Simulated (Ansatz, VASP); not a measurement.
# Cross-check of FeSi2 (Linzhiite) between VASP and Ansatz, part 2 of 2

One calculation is typed for both programs; each brings its own data sets. How far apart do they land? The cell is taken from a series of runs on this material, whose earlier steps may have relaxed, scaled, displaced or heated it; both programs get it as it stands.

VASP 6.6.1 and Ansatz 0.2.0.

So far: Set-up; Ansatz: zone-centre phonons, LDA.

## (3) VASP: zone-centre phonons, LDA

Level of this step: LDA, no spin polarisation; plane waves and PAW (Si, Fe) (VASP).

The same cell, functional (in two slightly different forms), mesh and smearing now go to VASP, with its own data sets.

Lines of VASP's logs that name or quote its potential files are left out, and so is its time.

The input, INCAR:

```
SYSTEM = FeSi2
PREC = Accurate
ENCUT = 600
EDIFF = 1E-08
NELM = 120
ISMEAR = 1
SIGMA = 0.2
LREAL = .FALSE.
ALGO = Normal
GGA = CA
NBANDS = 14
LASPH = .TRUE.
LORBIT = 11
LWAVE = .FALSE.
LCHARG = .FALSE.
ISIF = 2
IBRION = 8
GGA_COMPAT = .FALSE.
KPAR = 2
```

The input, POSCAR:

```
FeSi2
1.0
    2.6486664309      0.0000000000      0.0000000000
    0.0000000000      2.6486664309      0.0000000000
    0.0000000000      0.0000000000      5.0549922352
Si Fe
2 1
Direct
    0.5000000000      0.5000000000      0.2717573266
    0.5000000000      0.5000000000      0.7282426734
    0.0000000000      0.0000000000      0.0000000000
```

The input, KPOINTS:

```
Automatic mesh
0
Gamma
16 16 8
0 0 0
```

PAW data sets: Si and Fe (LDA family, release 64).

Run with:

```console
mpirun -np 2 vasp_std
```

Numbers of over 12 decimals in the logs are rounded to 6 here.

Output:

```text
[banner, memory and clock lines left out]
running    2 mpi-ranks, on    1 nodes
 distrk:  each k-point on    1 cores,    2 groups
 distr:  one band on    1 cores,    1 groups

 POSCAR found type information on POSCAR SiFe
 POSCAR found :  2 types and       3 ions
 LDA part: xc-table for (Slater(with rela. corr.)+CA(PZ))
 , standard interpolation
 POSCAR, INCAR and KPOINTS ok, starting setup
 FFT: planning ... GRIDC
 FFT: planning ... GRID_SOFT
 FFT: planning ... GRID
 WAVECAR not read
 entering main loop
       N       E                     dE             d eps       ncg     rms          rms(c)
DAV:   1     0.688688053229E+02    0.68869E+02   -0.78418E+03  6324   0.133E+03
DAV:   2    -0.199423525758E+02   -0.88811E+02   -0.78898E+02  6456   0.238E+02
DAV:   3    -0.243497084897E+02   -0.44074E+01   -0.42097E+01  8506   0.588E+01
DAV:   4    -0.244625337086E+02   -0.11283E+00   -0.11242E+00  7350   0.868E+00
DAV:   5    -0.244659629219E+02   -0.34292E-02   -0.34286E-02  8674   0.164E+00    0.175E+01
DAV:   6    -0.265960400808E+02   -0.21301E+01   -0.16045E+01  8250   0.102E+02    0.171E+01
DAV:   7    -0.230696817270E+02    0.35264E+01   -0.13108E+01  8612   0.910E+01    0.579E+00
DAV:   8    -0.228889751021E+02    0.18071E+00   -0.56287E-01  9062   0.104E+01    0.178E+00
DAV:   9    -0.228587940131E+02    0.30181E-01   -0.61519E-02  9198   0.542E+00    0.644E-01
DAV:  10    -0.228570797578E+02    0.17143E-02   -0.48845E-03  7662   0.562E-01    0.101E-01
DAV:  11    -0.228570543839E+02    0.25374E-04   -0.31575E-04  8094   0.176E-01    0.630E-02
DAV:  12    -0.228570473053E+02    0.70786E-05   -0.33466E-05  8314   0.695E-02    0.360E-02
DAV:  13    -0.228570460044E+02    0.13009E-05   -0.85706E-06  9088   0.425E-02    0.116E-02
DAV:  14    -0.228570454343E+02    0.57010E-06   -0.73659E-07  9114   0.133E-02    0.423E-03
DAV:  15    -0.228570454483E+02   -0.13917E-07   -0.20360E-07  7644   0.302E-03    0.173E-03
DAV:  16    -0.228570454405E+02    0.77484E-08   -0.70664E-09  4628   0.164E-03
   1 F= -.22857045E+02 E0= -.22857458E+02  d E =0.123718E-02
 Linear response reoptimize wavefunctions to high precision
DAV:   1    -0.228570454401E+02    0.36835E-09   -0.55180E-09  7752   0.535E-04
DAV:   2    -0.228570454402E+02   -0.48658E-10   -0.25962E-10  4098   0.128E-04
 Linear response DOF=           4
 Linear response progress:
  Degree of freedom:   1/  4
       N       E                     dE             d eps       ncg     rms          rms(c)
RMM:   1    -0.128163893045E-01   -0.12816E-01   -0.25544E-03 36262   0.934E-01
RMM:   2    -0.118565990748E-01    0.95979E-03   -0.41331E-04 21956   0.443E-01    0.716E-02
RMM:   3    -0.119443289042E-01   -0.87730E-04   -0.32788E-04 26947   0.144E-01    0.394E-02
RMM:   4    -0.120609468602E-01   -0.11662E-03   -0.40976E-05 24957   0.595E-02    0.587E-03
RMM:   5    -0.120631720050E-01   -0.22251E-05   -0.98345E-06 28544   0.206E-02    0.325E-03
RMM:   6    -0.120403956238E-01    0.22776E-04   -0.14084E-06 27006   0.930E-03    0.149E-03
RMM:   7    -0.120485549131E-01   -0.81593E-05   -0.21720E-07 24222   0.414E-03    0.523E-04
RMM:   8    -0.120488478230E-01   -0.29291E-06   -0.31003E-09 25786   0.177E-03    0.210E-04
RMM:   9    -0.120489764405E-01   -0.12862E-06   -0.14863E-08 27938   0.628E-04    0.656E-05
RMM:  10    -0.120486562585E-01    0.32018E-06   -0.38030E-10 27926   0.208E-04    0.218E-05
RMM:  11    -0.120487223140E-01   -0.66056E-07    0.73326E-10 29085   0.631E-05    0.790E-06
RMM:  12    -0.120487012320E-01    0.21082E-07   -0.91224E-11 29104   0.277E-05    0.421E-06
RMM:  13    -0.120486999549E-01    0.12771E-08    0.33737E-10 29749   0.166E-05    0.676E-07
 first order change of Fermi-energy   0.28085E-04
 force on displaced ion       1 direction 1 :  -5.294   0.000  -0.002
 Linear response progress:
  Degree of freedom:   2/  4
       N       E                     dE             d eps       ncg     rms          rms(c)
RMM:   1    -0.346894331080E-01   -0.34689E-01    0.10251E-01 14289   0.183E+00
RMM:   2    -0.322579834377E-01    0.24314E-02   -0.18385E-03  8510   0.747E-01    0.199E-01
RMM:   3    -0.328114470207E-01   -0.55346E-03   -0.18749E-03  7761   0.587E-01    0.260E-01
RMM:   4    -0.322973585662E-01    0.51409E-03   -0.84987E-04  7291   0.435E-01    0.816E-02
RMM:   5    -0.324239292967E-01   -0.12657E-03   -0.23777E-04 10273   0.112E-01    0.252E-02
RMM:   6    -0.324418560585E-01   -0.17927E-04   -0.17853E-05  9729   0.362E-02    0.111E-02
RMM:   7    -0.324542582154E-01   -0.12402E-04   -0.27432E-06  9099   0.197E-02    0.168E-03
RMM:   8    -0.324541041343E-01    0.15408E-06   -0.99443E-07 10777   0.757E-03    0.734E-04
RMM:   9    -0.324533464226E-01    0.75771E-06   -0.84778E-08 10447   0.206E-03    0.406E-04
RMM:  10    -0.324533046201E-01    0.41803E-07   -0.46594E-09 10743   0.594E-04    0.802E-05
RMM:  11    -0.324532140149E-01    0.90605E-07   -0.10125E-09 10630   0.234E-04    0.325E-05
RMM:  12    -0.324531711860E-01    0.42829E-07   -0.13830E-09 10696   0.841E-05    0.116E-05
RMM:  13    -0.324531644467E-01    0.67393E-08   -0.10119E-09 10334   0.423E-05    0.437E-06
 first order change of Fermi-energy  -0.31308E-01
 force on displaced ion       1 direction 3 :  -0.000   0.000 -20.853
 Linear response progress:
  Degree of freedom:   3/  4
       N       E                     dE             d eps       ncg     rms          rms(c)
RMM:   1    -0.165329550622E+00   -0.16533E+00   -0.82654E-02 18524   0.284E+00
RMM:   2    -0.165631124133E+00   -0.30157E-03   -0.29013E-03 15242   0.650E-01    0.208E-01
RMM:   3    -0.165480157011E+00    0.15097E-03   -0.47943E-04 17816   0.153E-01    0.125E-01
RMM:   4    -0.165904173938E+00   -0.42402E-03   -0.35209E-04 18385   0.132E-01    0.998E-03
RMM:   5    -0.165850125238E+00    0.54049E-04   -0.10226E-05 18364   0.273E-02    0.659E-03
RMM:   6    -0.165846320563E+00    0.38047E-05   -0.13038E-06 15412   0.150E-02    0.600E-03
RMM:   7    -0.165842821325E+00    0.34992E-05   -0.38485E-07 14592   0.997E-03    0.780E-04
RMM:   8    -0.165837957916E+00    0.48634E-05   -0.14860E-07 19128   0.251E-03    0.355E-04
RMM:   9    -0.165837816491E+00    0.14142E-06   -0.16119E-08 18279   0.805E-04    0.141E-04
RMM:  10    -0.165836732636E+00    0.10839E-05   -0.60573E-09 19328   0.304E-04    0.554E-05
RMM:  11    -0.165836833853E+00   -0.10122E-06   -0.52115E-09 19203   0.114E-04    0.154E-05
RMM:  12    -0.165836846723E+00   -0.12870E-07   -0.52415E-09 19760   0.582E-05    0.254E-06
RMM:  13    -0.165836847270E+00   -0.54668E-09   -0.52119E-09 20764   0.434E-05    0.862E-07
 first order change of Fermi-energy   0.49472E-03
 force on displaced ion       3 direction 1 :  -9.635  -0.000   0.000
 Linear response progress:
  Degree of freedom:   4/  4
       N       E                     dE             d eps       ncg     rms          rms(c)
RMM:   1    -0.190129569610E+00   -0.19013E+00   -0.10473E-01 11147   0.259E+00
RMM:   2    -0.183307120749E+00    0.68224E-02   -0.29551E-03  7900   0.863E-01    0.238E-01
RMM:   3    -0.182385551747E+00    0.92157E-03   -0.20584E-03  9859   0.331E-01    0.124E-01
RMM:   4    -0.182512316770E+00   -0.12677E-03   -0.39669E-04 10191   0.111E-01    0.595E-02
RMM:   5    -0.182796498437E+00   -0.28418E-03   -0.12204E-04  9696   0.910E-02    0.113E-02
RMM:   6    -0.182806482076E+00   -0.99836E-05   -0.71966E-06  8419   0.314E-02    0.713E-03
RMM:   7    -0.182810837205E+00   -0.43551E-05   -0.26806E-06  9463   0.145E-02    0.309E-03
RMM:   8    -0.182798682510E+00    0.12155E-04   -0.64656E-07 10013   0.542E-03    0.654E-04
RMM:   9    -0.182799906729E+00   -0.12242E-05   -0.55284E-08 10208   0.186E-03    0.517E-04
RMM:  10    -0.182799091997E+00    0.81473E-06   -0.88988E-09 10704   0.500E-04    0.231E-04
RMM:  11    -0.182799348621E+00   -0.25662E-06   -0.50986E-09 10457   0.299E-04    0.336E-05
RMM:  12    -0.182799460084E+00   -0.11146E-06   -0.28116E-09 10790   0.119E-04    0.167E-05
RMM:  13    -0.182799442395E+00    0.17688E-07   -0.18444E-09 10881   0.549E-05    0.868E-06
RMM:  14    -0.182799459936E+00   -0.17540E-07   -0.19702E-09 10697   0.381E-05    0.118E-06
RMM:  15    -0.182799461880E+00   -0.19444E-08   -0.19929E-09 10347   0.317E-05    0.136E-06
 first order change of Fermi-energy   0.34904E-02
 force on displaced ion       3 direction 3 :   0.000   0.000 -14.652
 Linear response finished
```

OUTCAR, selected parts (step 3):

```text
ion  position               nearest neighbor table
   1  0.500  0.500  0.272-   2 2.31   3 2.32   3 2.32   3 2.32   3 2.32   2 2.75
   2  0.500  0.500  0.728-   1 2.31   3 2.32   3 2.32   3 2.32   3 2.32   1 2.75
   3  0.000  0.000  0.000-   1 2.32   2 2.32   1 2.32   2 2.32   1 2.32   2 2.32   1 2.32   2 2.32

  LATTYP: Found a simple tetragonal cell.
 ALAT       =     2.6486664309
 C/A-ratio  =     1.9085046634

 Subroutine GETGRP returns: Found 16 space group operations
 (whereof 16 operations were pure point group operations)

The static configuration has the point symmetry D_4h.

 Found    225 irreducible k-points:

   k-points           NKPTS =    225   k-points in BZ     NKDIM =    225   number of bands    NBANDS=     14

   dimension x,y,z NGX =    24 NGY =   24 NGZ =   40
   dimension x,y,z NGXF=    48 NGYF=   48 NGZF=   80

   ENCUT  =  600.0 eV  44.10 Ry    6.64 a.u.   5.29  5.29 10.10*2*pi/ulx,y,z

   NELECT =      16.0000    total number of electrons

 k-points in reciprocal lattice and weights: Automatic mesh
   0.00000000  0.00000000  0.00000000       0.000
   0.06250000  0.00000000  0.00000000       0.002
   0.12500000  0.00000000  0.00000000       0.002
   0.18750000  0.00000000  0.00000000       0.002
   0.25000000  0.00000000  0.00000000       0.002
   0.31250000  0.00000000  0.00000000       0.002
   0.37500000  0.00000000  0.00000000       0.002
   0.43750000  0.00000000  0.00000000       0.002
   0.50000000  0.00000000  0.00000000       0.001
[...]
0.50000000  0.43750000  0.50000000       0.002
   0.50000000  0.50000000  0.50000000       0.000

 average (electrostatic) potential at core
       1 -80.9428       2 -80.9428       3 -39.4920

  Total        0.5876340      0.5876340      0.5845765      0.0000000      0.0000000     -0.0000000
  in kB       26.5486495     26.5486495     26.4105162      0.0000000      0.0000000     -0.0000000
  external PRESSURE =      26.5026051 kB  Pullay stress =       0.0000000 kB

  energy-cutoff  :      600.00
  volume of cell :       35.46
      direct lattice vectors                 reciprocal lattice vectors
     2.648666431  0.000000000  0.000000000     0.377548486  0.000000000  0.000000000
     0.000000000  2.648666431  0.000000000     0.000000000  0.377548486  0.000000000
     0.000000000  0.000000000  5.054992235     0.000000000  0.000000000  0.197824241

 POSITION                                       TOTAL-FORCE (eV/Angst)
 -----------------------------------------------------------------------------------
      1.32433      1.32433      1.37373         0.000000     -0.000000      0.034417
      1.32433      1.32433      3.68126        -0.000000      0.000000     -0.034417
      0.00000      0.00000      0.00000         0.000000      0.000000      0.000000
 -----------------------------------------------------------------------------------
    total drift:                               -0.000000      0.000000      0.000000

 Eigenvectors and eigenvalues of the dynamical matrix
 ----------------------------------------------------

   1 f  =   17.297608 THz   108.684074 2PiTHz  576.986081 cm-1    71.537125 meV
             X         Y         Z           dx          dy          dz
      1.324333  1.324333  1.373731    -0.000000   -0.000000    0.707107
      1.324333  1.324333  3.681261    -0.000000   -0.000000   -0.707107
      0.000000  0.000000  0.000000     0.000000   -0.000000    0.000000

   2 f  =   11.307163 THz    71.045003 2PiTHz  377.166374 cm-1    46.762649 meV
             X         Y         Z           dx          dy          dz
      1.324333  1.324333  1.373731    -0.000000    0.000000   -0.499241
      1.324333  1.324333  3.681261    -0.000000    0.000000   -0.499241
      0.000000  0.000000  0.000000     0.000000    0.000000    0.708179

   3 f  =    9.167417 THz    57.600580 2PiTHz  305.792118 cm-1    37.913374 meV
             X         Y         Z           dx          dy          dz
      1.324333  1.324333  1.373731    -0.000000    0.499140   -0.000000
      1.324333  1.324333  3.681261    -0.000000    0.499140   -0.000000
      0.000000  0.000000  0.000000    -0.000000   -0.708322    0.000000

   4 f  =    9.167417 THz    57.600580 2PiTHz  305.792118 cm-1    37.913374 meV
             X         Y         Z           dx          dy          dz
      1.324333  1.324333  1.373731     0.499140    0.000000    0.000000
      1.324333  1.324333  3.681261     0.499140   -0.000000   -0.000000
      0.000000  0.000000  0.000000    -0.708322    0.000000    0.000000

   5 f  =    7.089808 THz    44.546580 2PiTHz  236.490551 cm-1    29.321078 meV
             X         Y         Z           dx          dy          dz
      1.324333  1.324333  1.373731    -0.000000    0.707107   -0.000000
      1.324333  1.324333  3.681261    -0.000000   -0.707107    0.000000
      0.000000  0.000000  0.000000     0.000000   -0.000000    0.000000

   6 f  =    7.089808 THz    44.546580 2PiTHz  236.490551 cm-1    29.321078 meV
             X         Y         Z           dx          dy          dz
      1.324333  1.324333  1.373731     0.707107    0.000000   -0.000000
      1.324333  1.324333  3.681261    -0.707107   -0.000000    0.000000
      0.000000  0.000000  0.000000     0.000000    0.000000    0.000000

   7 f/i=    0.000858 THz     0.005389 2PiTHz    0.028609 cm-1     0.003547 meV
             X         Y         Z           dx          dy          dz
      1.324333  1.324333  1.373731     0.000000   -0.000000    0.500758
      1.324333  1.324333  3.681261     0.000000   -0.000000    0.500758
      0.000000  0.000000  0.000000     0.000000    0.000000    0.706033

   8 f/i=    0.002546 THz     0.015996 2PiTHz    0.084918 cm-1     0.010528 meV
             X         Y         Z           dx          dy          dz
      1.324333  1.324333  1.373731     0.500859    0.000000    0.000000
      1.324333  1.324333  3.681261     0.500859    0.000000   -0.000000
      0.000000  0.000000  0.000000     0.705890   -0.000000    0.000000

   9 f/i=    0.002546 THz     0.015996 2PiTHz    0.084918 cm-1     0.010528 meV
             X         Y         Z           dx          dy          dz
      1.324333  1.324333  1.373731    -0.000000   -0.500859   -0.000000
      1.324333  1.324333  3.681261    -0.000000   -0.500859   -0.000000
      0.000000  0.000000  0.000000     0.000000   -0.705890    0.000000

 ELASTIC MODULI CONTR FROM IONIC RELAXATION (kBar)
 Direction    XX          YY          ZZ          XY          YZ          ZX
 --------------------------------------------------------------------------------
 XX        -177.3151   -177.3151     38.7131      0.0000     -0.0000     -0.0000
 YY        -177.3151   -177.3151     38.7131      0.0000     -0.0000     -0.0000
 ZZ          38.7131     38.7131     -8.4522      0.0000      0.0000      0.0000
 XY           0.0000      0.0000      0.0000      0.0000      0.0000      0.0000
 YZ          -0.0000     -0.0000      0.0000      0.0000   -598.9354      0.0000
 ZX          -0.0000     -0.0000      0.0000      0.0000      0.0000   -462.0572
 --------------------------------------------------------------------------------
```

This run has no spin polarisation, so a moment on Fe, if there is one, isn't seen.

## (4) Side by side

Known differences besides the potentials themselves: the two LDA forms differ slightly; the data sets hold 24 valence electrons in Ansatz (on its PAW soft_1 files) and 16 in VASP; the cutoff is 420 eV in Ansatz and 600 eV in VASP; VASP's log shows a relativistic correction to its local exchange, Ansatz's none. Total energies have different zeros and are not compared.

The two programs side by side:

```
                  quantity  Ansatz   VASP  difference
optical mode 1 to 2 (cm⁻¹)   234.3  236.5     -0.91 %
optical mode 3 to 4 (cm⁻¹)   300.4  305.8     -1.75 %
     optical mode 5 (cm⁻¹)   373.1  377.2     -1.08 %
     optical mode 6 (cm⁻¹)   576.3  577.0     -0.11 %
```

Modes are paired by rising frequency, not by their patterns, so a pair may set unlike modes beside each other; they are those without the splitting of longitudinal modes.

## (5) Summary of results

| Item | Value |
| --- | --- |
| r.m.s. difference of the optical zone-centre modes, each program's sorted by frequency (zone-centre phonons, LDA) | 3.7 cm⁻¹ |
| difference in optical mode 3 to 4 (zone-centre phonons, LDA) | -1.8 % |

**Reading.** The r.m.s. difference of the optical zone-centre modes, each program's sorted by frequency is 3.7 cm⁻¹ (zone-centre phonons, LDA). The data sets hold unlike numbers of valence electrons (24 in Ansatz and 16 in VASP), so part of the differences comes from the potentials. Among the rows given in per cent, the largest difference of the zone-centre phonons, LDA pair is in optical mode 3 to 4, -1.8 %. How closely two codes agree says nothing of how well the functional describes the real material.

[Lines on the potential files, build, host, timing and source positions are cut from VASP's logs without a mark.]

[Logs are printed without paths, hosts, clocks, repeated set-up lines and the standing remarks that a program may print on its own settings, such as how far it seeks lower states.]

[Hosts, paths, dates, database ids (printed as entryN), source tags and the programs' standing remarks are cut or masked in the printed files.]
